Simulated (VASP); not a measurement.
Computed with r2SCAN meta-GGA, VASP's PBE PAW potentials (set 64) (plane waves; VASP).

VASP input:

### POSCAR
```
NaCl(110) slab
3.9524330
  1.0000001172   0.0000000000   0.0000000000
  0.0000000000   1.4142138153   0.0000000000
  0.0000000000   0.0000000000   6.7612075579
Na Cl
6 6
direct
  0.0000000000   0.0000000000   0.3203000377
  0.5000000000   0.5000000000   0.3861307631
  0.0000000000   0.0000000000   0.4630356269
  0.5000000000   0.5000000000   0.5369643731
  0.0000000000   0.0000000000   0.6138692369
  0.5000000000   0.5000000000   0.6796999623
  0.5000000000   0.0000000000   0.3887035531
  0.0000000000   0.5000000000   0.3148212690
  0.5000000000   0.0000000000   0.5368980578
  0.0000000000   0.5000000000   0.4631019422
  0.5000000000   0.0000000000   0.6851787310
  0.0000000000   0.5000000000   0.6112964469
```

KPOINTS:
```
Automatic mesh
0
gamma
 5 4 1
```

**INCAR**
```
SYSTEM = NaCl(110) slab
PREC = Normal; ENCUT = 400; LREAL = .FALSE.
LASPH = .TRUE.
EDIFF = 1E-6; NELM = 100; NELMIN = 4
ALGO = Normal; LMIXTAU = .TRUE.
ISMEAR = 0; SIGMA = 0.05
METAGGA = R2SCAN
LWAVE = .FALSE.; LCHARG = .FALSE.; LORBIT = 11
LVHAR = .TRUE.
DIPOL = 0.5 0.5 0.5
LDIPOL = .TRUE.; IDIPOL = 3
```

POTCAR, in this order: Na_pv Cl (PBE.64 set). Program: vasp_std. Read from the step before: WAVECAR.

Question: Predict the energy per atom (σ→0), band gap (on the k-mesh).

Answer: 
```
Property                          Result
------------------------  --------------
energy per atom (σ→0)     -6.803 eV/atom
band gap (on the k-mesh)         5.18 eV
```

**OSZICAR**
```
       N       E                     dE             d eps       ncg     rms          rms(c)
DAV:   1    -0.816349456084E+02   -0.81635E+02   -0.52196E-05   844   0.357E-02    0.762E-03
DAV:   2    -0.816349455928E+02    0.15681E-07   -0.43498E-06   818   0.118E-02    0.294E-03
DAV:   3    -0.816349455470E+02    0.45709E-07   -0.10993E-06   606   0.571E-03    0.237E-03
DAV:   4    -0.816349460217E+02   -0.47464E-06   -0.10810E-06   592   0.655E-03
   1 F= -.81634946E+02 E0= -.81634946E+02  d E =-.155244E-19
```

The cell is a thin slab with vacuum, built from NaCl (rock salt): (110) face.
